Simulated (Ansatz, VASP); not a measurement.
Ga4AsN3: VASP beside Ansatz

```xyz
8
Lattice="4.8099 0.0000 0.0000 0.0000 4.8099 0.0000 0.0000 0.0000 4.8099" Properties=species:S:1:pos:R:3 pbc="T T T"
N     2.4049    0.0000    0.0000
N     0.0000    2.4049    0.0000
N     0.0000    0.0000    2.4049
Ga    1.0919    3.7180    3.7180
Ga    3.7180    1.0919    3.7180
Ga    3.7180    3.7180    1.0919
Ga    1.0919    1.0919    1.0919
As    2.4049    2.4049    2.4049
```

Alike in both runs: task single point; functional PBE; k mesh 4 × 4 × 4; occupations fermi-dirac, width 0.02 eV; no spin polarisation.

|  | VASP | Ansatz |
| --- | --- | --- |
| version | VASP 6.6.1 | Ansatz 0.2.0 |
| potentials or method | VASP PAW PBE potentials, release 64 (N, Ga_d, As) | plane waves, PAW |
| plane-wave cutoff (eV) | 520 | 420 |
| valence electrons in the cell | 72 | 82 |

```tsv
	VASP	Ansatz	Ansatz less VASP
pressure (GPa)	4.4	4.1	-0.29
rms of the force components (eV/Å)	0.046	0.048	+0.0028
```

The two sets of potentials don't hold the same shells in valence.
